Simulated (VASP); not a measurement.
```xyz
1
Lattice="-1.5859 1.5859 1.5859 1.5859 -1.5859 1.5859 1.5859 1.5859 -1.5859" Properties=species:S:1:pos:R:3 pbc="T T T"
W      0.0000     0.0000     0.0000
```

The numbers are results of optB86b-vdW, VASP's PBE PAW potentials (set 64) (plane waves; VASP 6.6.1), not measurements. Numerical set-up: 520 eV cut-off, 18×18×18 Γ-centred mesh, tetrahedra with Blöchl corrections, potentials W_sv.

Unless said otherwise, spin-orbit coupling is left out, though it shifts the bands of the heavy elements here.

Q: Predict the energy per atom (σ→0), band gap (on the k-mesh) with the smallest direct gap where there is one.

A: 
```yaml
band gap (on the k-mesh): none (metal, semimetal or under 0.01 eV)
energy per atom (σ→0): -975.5 kJ/mol-atom
```

Total energies compare only between runs with the same potentials, cut-off and functional.

The compound is W in the bcc structure. It was relaxed first.
